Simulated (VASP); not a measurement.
Data:

```
CELL_PARAMETERS angstrom
      2.07000    -3.58534     0.00000
      2.07000     3.58534     0.00000
      0.00000     0.00000     6.72000
ATOMIC_POSITIONS crystal
  Cd 0.66667 0.33333 0.50000
  Cd 0.33333 0.66667 0.00000
  S  0.66667 0.33333 0.87700
  S  0.33333 0.66667 0.37700
```

Level of theory: PBE GGA, VASP's PBE PAW potentials (set 64) (plane waves; VASP 6.6.1). Settings: 400 eV cut-off, 5×5×3 Γ-centred mesh, Gaussian smearing of 0.050 eV, potentials Cd S.

Predict the energy per atom (σ→0), pressure.

```yaml
energy per atom (σ→0): -3060 meV/atom
pressure: 2.49 GPa
```

Only differences to runs with the same potentials and settings are physical.

The compound is CdS in the wurtzite structure. The cell was not relaxed at this level.
